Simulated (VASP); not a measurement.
These are r2SCAN meta-GGA, VASP's PBE PAW potentials (set 64) (plane waves; VASP 6.6.1) values and carry that method's errors.

Input for VASP

File KPOINTS:
```
K-points
0
G
 11 11 2
0 0 0
```

### INCAR
```
SYSTEM = AlV2C
PREC = Accurate
ENCUT = 520
EDIFF = 1E-6
NELM = 100
ALGO = Normal
LREAL = .FALSE.
LASPH = .TRUE.
ISMEAR = 1
SIGMA = 0.1
METAGGA = R2SCAN
LMIXTAU = .TRUE.
LMAXMIX = 4
LWAVE = .FALSE.
LCHARG = .FALSE.
IBRION = 2
ISIF = 3
NSW = 60
EDIFFG = -0.02
```

**POSCAR**
```
AlV2C
1.0
  2.8912899636   0.0000000000   0.0000000000
 -1.4456449817   2.5039306023   0.0000000000
  0.0000000000   0.0000000000  13.1043007920
Al V C
2 4 2
Cartesian
 -0.0000014456   1.6692879028   3.2760751980
  1.4456464275   0.8346426995   9.8282255940
 -0.0000014456   1.6692879028   7.6755916795
  1.4456464275   0.8346426995   5.4287091125
  1.4456464275   0.8346426995   1.1234412835
 -0.0000014456   1.6692879028  11.9808595085
  0.0000000000   0.0000000000   0.0000000000
  0.0000000000   0.0000000000   6.5521503960
```

POTCAR, in this order: Al V_sv C (PBE.64 set). Program: vasp_std.

The run wrote:

### OSZICAR
```
       N       E                     dE             d eps       ncg     rms          rms(c)
DAV:   1     0.923095810858E+03    0.92310E+03   -0.39294E+04  2552   0.188E+03
DAV:   2    -0.426515342642E+02   -0.96575E+03   -0.94967E+03  2503   0.614E+02
DAV:   3    -0.122813457359E+03   -0.80162E+02   -0.78222E+02  3420   0.167E+02
DAV:   4    -0.125536666931E+03   -0.27232E+01   -0.26891E+01  3064   0.283E+01
DAV:   5    -0.125597611683E+03   -0.60945E-01   -0.60793E-01  3029   0.442E+00    0.637E+01
DAV:   6    -0.104703325125E+03    0.20894E+02   -0.18788E+02  3235   0.926E+01    0.119E+01
DAV:   7    -0.972374793464E+02    0.74658E+01   -0.32467E+01  3103   0.339E+01    0.105E+01
DAV:   8    -0.956631156954E+02    0.15744E+01   -0.32758E+00  2944   0.118E+01    0.244E+00
DAV:   9    -0.954403412513E+02    0.22277E+00   -0.24567E-01  2903   0.431E+00    0.122E+00
DAV:  10    -0.946847218450E+02    0.75562E+00   -0.39826E-01  2640   0.541E+00    0.544E-01
DAV:  11    -0.945915686252E+02    0.93153E-01   -0.50399E-02  2903   0.145E+00    0.279E-01
DAV:  12    -0.945903049443E+02    0.12637E-02   -0.10625E-02  2886   0.716E-01    0.247E-01
DAV:  13    -0.945853060547E+02    0.49989E-02   -0.69278E-03  2881   0.478E-01    0.103E-01
DAV:  14    -0.945926288137E+02   -0.73228E-02   -0.48333E-03  2797   0.490E-01    0.108E-01
DAV:  15    -0.945931151549E+02   -0.48634E-03   -0.14135E-03  2902   0.239E-01    0.367E-02
DAV:  16    -0.945930596526E+02    0.55502E-04   -0.18659E-04  2874   0.978E-02    0.367E-02
DAV:  17    -0.945931176049E+02   -0.57952E-04   -0.71391E-05  2875   0.630E-02    0.157E-02
DAV:  18    -0.945930887234E+02    0.28882E-04   -0.49654E-05  2881   0.480E-02    0.633E-03
DAV:  19    -0.945931283833E+02   -0.39660E-04   -0.14546E-05  2544   0.273E-02    0.431E-03
DAV:  20    -0.945931238285E+02    0.45548E-05   -0.22100E-06  2165   0.106E-02    0.360E-03
DAV:  21    -0.945931312375E+02   -0.74090E-05   -0.13514E-06  1783   0.851E-03    0.123E-03
DAV:  22    -0.945931302718E+02    0.96576E-06   -0.39925E-07  1724   0.532E-03
   1 F= -.94593130E+02 E0= -.94592907E+02  d E =-.945931E+02
       N       E                     dE             d eps       ncg     rms          rms(c)
DAV:   1    -0.946044491111E+02   -0.11318E-01   -0.53351E-01  2894   0.890E+00    0.117E+00
DAV:   2    -0.945963133564E+02    0.81358E-02   -0.13969E-01  2984   0.276E+00    0.447E-01
DAV:   3    -0.945941381390E+02    0.21752E-02   -0.15931E-02  2984   0.749E-01    0.156E-01
DAV:   4    -0.945938643557E+02    0.27378E-03   -0.16076E-03  2918   0.313E-01    0.788E-02
DAV:   5    -0.945938753250E+02   -0.10969E-04   -0.11897E-04  2992   0.979E-02    0.425E-02
DAV:   6    -0.945939460028E+02   -0.70678E-04   -0.10105E-04  2868   0.707E-02    0.109E-02
DAV:   7    -0.945939529610E+02   -0.69582E-05   -0.75856E-06  2505   0.179E-02    0.479E-03
DAV:   8    -0.945939517937E+02    0.11673E-05   -0.15099E-06  1774   0.104E-02    0.312E-03
DAV:   9    -0.945939537455E+02   -0.19518E-05   -0.18967E-06  1907   0.105E-02    0.331E-03
DAV:  10    -0.945939531334E+02    0.61208E-06   -0.35069E-07  1626   0.518E-03
   2 F= -.94593953E+02 E0= -.94593669E+02  d E =-.822862E-03
       N       E                     dE             d eps       ncg     rms          rms(c)
DAV:   1    -0.945939529247E+02    0.82081E-06   -0.46112E-07  1591   0.838E-03    0.131E-03
DAV:   2    -0.945939530056E+02   -0.80885E-07   -0.12298E-07  1507   0.308E-03
   3 F= -.94593953E+02 E0= -.94593669E+02  d E =-.822734E-03
       N       E                     dE             d eps       ncg     rms          rms(c)
DAV:   1    -0.945940321802E+02   -0.79256E-04   -0.23512E-01  2991   0.674E+00    0.432E-01
DAV:   2    -0.945939965721E+02    0.35608E-04   -0.27285E-02  2657   0.129E+00    0.121E-01
DAV:   3    -0.945939814009E+02    0.15171E-04   -0.19013E-03  3022   0.276E-01    0.111E-01
DAV:   4    -0.945939350931E+02    0.46308E-04   -0.37250E-04  2992   0.158E-01    0.180E-02
DAV:   5    -0.945939326685E+02    0.24246E-05   -0.58033E-05  2826   0.545E-02    0.757E-03
DAV:   6    -0.945939288568E+02    0.38118E-05   -0.16728E-05  2762   0.302E-02    0.424E-03
DAV:   7    -0.945939362542E+02   -0.73974E-05   -0.50674E-06  2292   0.172E-02    0.226E-03
DAV:   8    -0.945939356550E+02    0.59914E-06   -0.65349E-07  1612   0.592E-03
   4 F= -.94593936E+02 E0= -.94593653E+02  d E =0.173505E-04
       N       E                     dE             d eps       ncg     rms          rms(c)
DAV:   1    -0.945940990703E+02   -0.16282E-03   -0.63342E-02  2984   0.350E+00    0.223E-01
DAV:   2    -0.945940951637E+02    0.39067E-05   -0.72180E-03  2657   0.667E-01    0.623E-02
DAV:   3    -0.945940817664E+02    0.13397E-04   -0.49184E-04  3009   0.141E-01    0.566E-02
DAV:   4    -0.945940779438E+02    0.38226E-05   -0.97953E-05  2984   0.812E-02    0.931E-03
DAV:   5    -0.945940739141E+02    0.40297E-05   -0.15241E-05  2781   0.283E-02    0.386E-03
DAV:   6    -0.945940779845E+02   -0.40704E-05   -0.44548E-06  2278   0.158E-02    0.215E-03
DAV:   7    -0.945940771681E+02    0.81639E-06   -0.13007E-06  1624   0.881E-03
   5 F= -.94594077E+02 E0= -.94593789E+02  d E =-.124163E-03
```

File OUTCAR:
```
------------------------ aborting loop because EDIFF is reached ----------------------------------------
  FORCE on cell =-STRESS in cart. coord.  units (eV):
  Direction    XX          YY          ZZ          XY          YZ          ZX
  --------------------------------------------------------------------------------------
  Total       -0.0023127     -0.0023127      0.0191334     -0.0000000      0.0000000      0.0000000
  in kB       -0.0391661     -0.0391661      0.3240305     -0.0000000      0.0000000      0.0000000
  external PRESSURE =       0.0818994 kB  Pullay stress =       0.0000000 kB
  volume of cell :       94.61
      direct lattice vectors                 reciprocal lattice vectors
     2.885939331 -0.000000000  0.000000000     0.346507631  0.200056270 -0.000000000
    -1.442969666  2.499296818 -0.000000000     0.000000000  0.400112541 -0.000000000
     0.000000000  0.000000000 13.116331636    -0.000000000  0.000000000  0.076240829
 POSITION                                       TOTAL-FORCE (eV/Angst)
 -----------------------------------------------------------------------------------
     -0.00000      1.66620      3.27908        -0.000000      0.000000      0.000000
      1.44297      0.83310      9.83725        -0.000000      0.000000      0.000000
     -0.00000      1.66620      7.68615         0.000000     -0.000000     -0.001944
      1.44297      0.83310      5.43018        -0.000000      0.000000      0.001944
      1.44297      0.83310      1.12798        -0.000000      0.000000     -0.001944
     -0.00000      1.66620     11.98835         0.000000     -0.000000      0.001944
      0.00000      0.00000      0.00000        -0.000000      0.000000      0.000000
      0.00000      0.00000      6.55817        -0.000000      0.000000      0.000000
 -----------------------------------------------------------------------------------
    total drift:                               -0.004467      0.002579     -0.001416
  FREE ENERGIE OF THE ION-ELECTRON SYSTEM (eV)
  ---------------------------------------------------
  free  energy   TOTEN  =       -94.5940771681 eV

  energy  without entropy=      -94.5932134897  energy(sigma->0) =      -94.59378928

 reached required accuracy - stopping structural energy minimisation
```
(Selected blocks of OUTCAR.)

### CONTCAR
```
AlV2C
   1.00000000000000
     2.8859393312062211   -0.0000000000002138    0.0000000000000000
    -1.4429696655034809    2.4992968184757731   -0.0000000000000000
     0.0000000000000000    0.0000000000000000   13.1163316358974740
  Al              V               C
     2     4     2
Direct
     0.3333330000000032    0.6666669999999968    0.2500000000000000
     0.6666669999999968    0.3333330000000032    0.7500000000000000
     0.3333330000000032    0.6666669999999968    0.5859982170306649
     0.6666669999999968    0.3333330000000032    0.4140017829693352
     0.6666669999999968    0.3333330000000032    0.0859982170306648
     0.3333330000000032    0.6666669999999968    0.9140017829693351
     0.0000000000000000    0.0000000000000000    0.0000000000000000
     0.0000000000000000    0.0000000000000000    0.5000000000000000
```

### OUTCAR
```
 val. band max:        9.6690585825   @ k =   0.3636   0.1818   0.0000

 cond. band min:       9.6995951726   @ k =   0.0909   0.0909   0.0000


 Fermi energy:         9.6938403655

 k-point     1 :       0.0000    0.0000    0.0000
  band No.  band energies     occupation
      1     -57.3990      2.00000
      2     -57.3989      2.00000
      3     -57.3379      2.00000
      4     -57.3379      2.00000
      5     -30.3378      2.00000
      6     -30.3353      2.00000
      7     -29.9884      2.00000
      8     -29.9857      2.00000
      9     -29.9170      2.00000
     10     -29.9170      2.00000
     11     -29.9169      2.00000
     12     -29.9169      2.00000
     13     -29.8785      2.00000
     14     -29.8785      2.00000
     15     -29.8784      2.00000
     16     -29.8784      2.00000
     17      -3.8962      2.00000
     18      -3.8074      2.00000
     19       0.0272      2.00000
     20       0.6591      2.00000
     21       2.6388      2.00000
     22       3.7946      2.00000
     23       6.2171      2.00000
     24       6.2171      2.00000
     25       6.2199      2.00000
     26       6.2199      2.00000
     27       6.3172      2.00000
     28       7.3657      2.00000
     29       8.6565      2.00000
     30       9.0323      2.00000
     31       9.4744      2.00811
     32       9.4744      2.00812
     33       9.4895      2.01386
     34       9.4895      2.01386
     35      10.2451     -0.00000
     36      10.2451     -0.00000
     37      10.2841     -0.00000
     38      10.2841     -0.00000
     39      11.1436     -0.00000

 k-point     2 :       0.0909    0.0000    0.0000
  band No.  band energies     occupation
      1     -57.3935      2.00000
      2     -57.3935      2.00000
      3     -57.3347      2.00000
      4     -57.3346      2.00000
      5     -30.3292      2.00000
      6     -30.3269      2.00000
      7     -29.9990      2.00000
      8     -29.9967      2.00000
      9     -29.9399      2.00000
...
```

The structure comes from a computed database's AlV2C entry (P6_3/mmc); how it stands against other phases isn't given here. This run relaxes it. Symmetry was kept, so distortions that lower it aren't found. The start is the result of an earlier pass. The run is not spin-polarised, so no magnetic state was tried.
